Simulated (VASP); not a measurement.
OSZICAR of a VASP run on HfO₂ (space group P4_2/mnm):

**OSZICAR**
```
       N       E                     dE             d eps       ncg     rms          rms(c)
DAV:   1     0.170121189243E+03    0.17012E+03   -0.19780E+04  7800   0.569E+02
DAV:   2    -0.148040278020E+03   -0.31816E+03   -0.29946E+03  9006   0.206E+02
DAV:   3    -0.161149022674E+03   -0.13109E+02   -0.12980E+02  9268   0.348E+01
DAV:   4    -0.161200756583E+03   -0.51734E-01   -0.51726E-01  8890   0.214E+00
DAV:   5    -0.161200949333E+03   -0.19275E-03   -0.19275E-03  8828   0.125E-01    0.886E+01
DAV:   6    -0.139489721955E+03    0.21711E+02   -0.41978E+00  8376   0.125E+01    0.707E+01
DAV:   7    -0.137870792174E+03    0.16189E+01   -0.23417E+00  8734   0.587E+00    0.276E+01
DAV:   8    -0.142202061661E+03   -0.43313E+01   -0.12001E+00  7974   0.445E+00    0.473E+00
DAV:   9    -0.136053275947E+03    0.61488E+01   -0.51862E-01  7926   0.308E+00    0.281E+00
DAV:  10    -0.137209745413E+03   -0.11565E+01   -0.26906E-01  7830   0.202E+00    0.148E+00
DAV:  11    -0.137336293951E+03   -0.12655E+00   -0.18642E-02  8710   0.559E-01    0.866E-01
DAV:  12    -0.137351402895E+03   -0.15109E-01   -0.29232E-03  8574   0.224E-01    0.376E-01
DAV:  13    -0.137366944050E+03   -0.15541E-01   -0.25004E-03  8142   0.212E-01    0.169E-01
DAV:  14    -0.137384470699E+03   -0.17527E-01   -0.60930E-03  8346   0.292E-01    0.337E-02
DAV:  15    -0.137384463145E+03    0.75534E-05   -0.84642E-05  9116   0.305E-02    0.365E-02
DAV:  16    -0.137384836876E+03   -0.37373E-03   -0.26529E-05  8316   0.207E-02    0.306E-02
DAV:  17    -0.137385138168E+03   -0.30129E-03   -0.81983E-05  8168   0.394E-02    0.387E-02
DAV:  18    -0.137385199342E+03   -0.61174E-04   -0.10212E-05  8566   0.134E-02    0.247E-02
DAV:  19    -0.137385200506E+03   -0.11635E-05   -0.17823E-06  8864   0.514E-03    0.278E-02
DAV:  20    -0.137385208580E+03   -0.80740E-05   -0.34320E-06  8140   0.759E-03    0.673E-03
DAV:  21    -0.137385209063E+03   -0.48327E-06   -0.34093E-07  8304   0.191E-03    0.334E-03
DAV:  22    -0.137385209001E+03    0.62379E-07   -0.53868E-09  6256   0.274E-04
   1 F= -.13738521E+03 E0= -.13738521E+03  d E =-.157587E-35
 imaginary and real dielectric function
```

### Question
Which electronic solver shows in the log?

### Answer
It is blocked Davidson (ALGO = Normal, or the opening steps of other solvers). The INCAR had ALGO = Normal.

### Question
Can the final energy be trusted as converged?

### Answer
Self-consistency was reached. It stopped with EDIFF = 1E-7, NELM = 100 (r2SCAN meta-GGA, plane waves, VASP's PBE PAW potentials (set 64)).

The structure comes from a computed database's HfO2 entry (P4_2/mnm); how it stands against other phases isn't given here. It was relaxed first.
